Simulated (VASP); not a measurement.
Crystal: AlC3.

```xyz
4
Lattice="3.2079 0.0000 0.0000 0.0000 3.2079 0.0000 0.0000 0.0000 3.2079" Properties=species:S:1:pos:R:3 pbc="T T T"
Al    0.0000    0.0000    0.0000
C     0.0000    1.6040    1.6040
C     1.6040    0.0000    1.6040
C     1.6040    1.6040    0.0000
```

The cell comes from a database or a generator and needn't be the stable form of this composition.

Base run:

- Program: VASP 6.6.1
- Functional: PBE
- Potentials or basis: VASP PAW PBE potentials, release 64 (Al, C)
- Cutoff: 520 eV
- k mesh: 9 × 9 × 9
- Occupations: methfessel-paxton, width 0.01 eV
- Spin: no spin polarisation

Its results: band gap on the k mesh none (metal or under the smearing width); pressure -0.1 GPa.

Task: The run is repeated on the same cell with these changes: functional from PBE to BLYP. What comes out?

Result: Band gap on the k mesh none (metal or under the smearing width); pressure 9.4 GPa.

BLYP binds less tightly than PBE, so the same cell stands under more pressure.

Caveats: the PAW data sets were made with another functional, which shifts forces and pressure a little (some runs).

Not every run made on this cell is shown here.
